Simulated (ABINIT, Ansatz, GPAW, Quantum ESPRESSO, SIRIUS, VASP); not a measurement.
**One calculation of HfIn4SiO6, 6 ways**

```
Hf In Si O
1.0
     5.69867    0.00381    0.01559
    -0.70506    6.10815   -0.00575
    -2.73718   -1.39557    6.63076
Hf In Si O
1 4 1 6
Direct
  0.11793 0.01556 0.13292
  0.38842 0.99901 0.72891
  0.75865 0.00842 0.49586
  0.23461 0.48841 0.53300
  0.59649 0.48211 0.20528
  0.86778 0.44029 0.85544
  0.55316 0.38738 0.79290
  0.93454 0.38483 0.65596
  0.98414 0.26218 0.00347
  0.99083 0.69806 0.98452
  0.08665 0.06493 0.39374
  0.48680 0.10883 0.21799
```

The cell comes from a database or a generator and needn't be the stable form of this composition.

Alike in all runs: task single point; functional PBE; k mesh 5 × 5 × 4; occupations fermi-dirac, width 0.05 eV; no spin polarisation; no spin-orbit coupling. Pressure is positive in compression and, in plane waves, holds the error of the finite cutoff.

```
                                     program and potentials  plane-wave cutoff (eV)                                      notes  pressure (GPa)  largest force (eV/Å)
                  Quantum ESPRESSO, SSSP 1.3 efficiency PBE                     816  8.67 valence electrons an atom on average           -0.26                 0.148
SIRIUS, PseudoDojo 0.4.1 PBE standard (scalar relativistic)                    1152  8.67 valence electrons an atom on average           -0.34                 0.192
                 GPAW, GPAW PAW data sets (gpaw-data 1.2.1)                     800  8.67 valence electrons an atom on average            0.60                 0.377
             VASP, PBE PAW files Hf_pv, In_d, O, Si, 520 eV                     520   8.5 valence electrons an atom on average           -0.22                 0.171
                                   ABINIT, JTH PAW PBE v2.0                     626  8.67 valence electrons an atom on average           -0.52                 0.135
             Ansatz, all-electron LAPW, scalar-relativistic                       -                                          -            0.00                 0.014
```

Force on atom 10 (O), eV/Å:

```csv
program and potentials,x,y,z
"Quantum ESPRESSO, SSSP 1.3 efficiency PBE",0.007,0.129,0.073
"SIRIUS, PseudoDojo 0.4.1 PBE standard (scalar relativistic)",-0.001,0.073,0.040
"GPAW, GPAW PAW data sets (gpaw-data 1.2.1)",0.023,0.150,0.093
"VASP, PBE PAW files Hf_pv, In_d, O, Si, 520 eV",0.008,0.148,0.085
"ABINIT, JTH PAW PBE v2.0",-0.017,-0.046,-0.038
```

The pressure spans -0.52 (ABINIT, JTH PAW PBE v2.0) to 0.60 GPa (GPAW, GPAW PAW data sets (gpaw-data 1.2.1)), with all-electron results at 0.00.

Differences between rows come from potentials, basis sets and numerical settings, since the functional is the same but for its coding. Runs on potential files found faulty are left out.
